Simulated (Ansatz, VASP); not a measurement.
**One calculation of ZrB4C2, two programs**

```
CELL_PARAMETERS angstrom
0.00000 3.49684 3.49684
3.49684 0.00000 3.49684
3.49684 3.49684 0.00000
ATOMIC_POSITIONS crystal
Zr 0.00000 0.00000 0.00000
B 0.37619 0.37619 0.37619
B 0.37619 0.37619 0.87144
B 0.37619 0.87144 0.37619
B 0.87144 0.37619 0.37619
C 0.50000 0.50000 0.50000
C 0.25000 0.25000 0.25000
```

Alike in both runs: functional PBE; k mesh 4 × 4 × 4; occupations gaussian, width 0.1 eV; no spin polarisation.

Ansatz relaxed the structure, and its values are those at the end. VASP's run is a single point on that final structure, the one shown.

```csv
,VASP,Ansatz
version,VASP 6.6.1,Ansatz 0.2.0
potentials or method,"VASP PAW PBE potentials, release 64 (Zr_sv, B, C)","scalar-relativistic, plane waves, PAW"
plane-wave cutoff (eV),520,420
valence electrons in the cell,32,32
```

Ansatz gave:

- gap on the k mesh at the Fermi level (eV): none
- pressure (GPa): 0.0

Task: Estimate VASP's values.

Result: gap on the k mesh at the Fermi level (eV): none; pressure (GPa): 0.1.

A gap of «none» marks a metal or a gap that the smearing closes.

Caveats: the k mesh is coarse (spacing up to 0.39 Å⁻¹), so the values aren't converged.
